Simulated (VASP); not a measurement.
All values below come from PBE GGA, VASP's PBE PAW potentials (set 64) (plane waves; VASP).

Input for VASP

KPOINTS_OPT:
```
k-points along high-symmetry lines
10
Line-mode
Reciprocal
  0.000000   0.000000   0.000000 ! GAMMA
  0.000000   0.500000   0.000000 ! X

  0.000000   0.500000   0.000000 ! X
  0.500000   0.500000   0.000000 ! M

  0.500000   0.500000   0.000000 ! M
  0.000000   0.000000   0.000000 ! GAMMA

  0.000000   0.000000   0.000000 ! GAMMA
  0.500000   0.500000   0.500000 ! R

  0.500000   0.500000   0.500000 ! R
  0.000000   0.500000   0.000000 ! X

  0.500000   0.500000   0.500000 ! R
  0.500000   0.500000   0.000000 ! M
```

### INCAR
```
! general
SYSTEM =CoGa
PREC   =Accurate
ENCUT  =300
LREAL  =F
LASPH  =T

! electronic loop
EDIFF  =1E-6
NELM   =100
ALGO   =Normal
LMAXMIX=4

! smearing
ISMEAR =-1
SIGMA  =0.1

! functional
GGA    =PE

! ions
ISIF   =2

! output
LWAVE  =F
LCHARG =F
```

**POSCAR**
```
CoGa
1
    2.8800000000     0.0000000000     0.0000000000
    0.0000000000     2.8800000000     0.0000000000
    0.0000000000     0.0000000000     2.8800000000
Ga Co
1 1
Direct
  0.5000000000   0.5000000000   0.5000000000
  0.0000000000   0.0000000000   0.0000000000
```

File KPOINTS:
```
Automatic mesh
0
Gamma
8 8 8
0 0 0
```

POTCAR, in this order: Ga_d Co (PBE.64 set). Program: vasp_std.

Task: What does the run give for the energy per atom (σ→0), band gap (over mesh and band path)?

Result: 
| Quantity | Value |
|---|---|
| energy per atom (σ→0) | -5.242 eV/atom |
| band gap (over mesh and band path) | none (metal, semimetal or under 0.01 eV) |

### OSZICAR
```
...
DAV:   8    -0.105108538437E+02    0.16940E-01   -0.22748E-01  1215   0.495E+00    0.623E-01
DAV:   9    -0.105050830300E+02    0.57708E-02   -0.18523E-02  1360   0.210E+00    0.114E-01
DAV:  10    -0.105048429033E+02    0.24013E-03   -0.59075E-04  1359   0.334E-01    0.604E-02
DAV:  11    -0.105048312829E+02    0.11620E-04   -0.59735E-05  1368   0.122E-01    0.120E-02
DAV:  12    -0.105048304479E+02    0.83502E-06   -0.33277E-06  1065   0.304E-02
   1 F= -.10504830E+02 E0= -.10483582E+02  d E =-.424974E-01
       N       E                     dE             ncg
       N       E                     dE             ncg
```

The structure is a typed CoGa crystal (Pm-3m). The cell was not relaxed at this level. The run is not spin-polarised, so no magnetic state was tried.
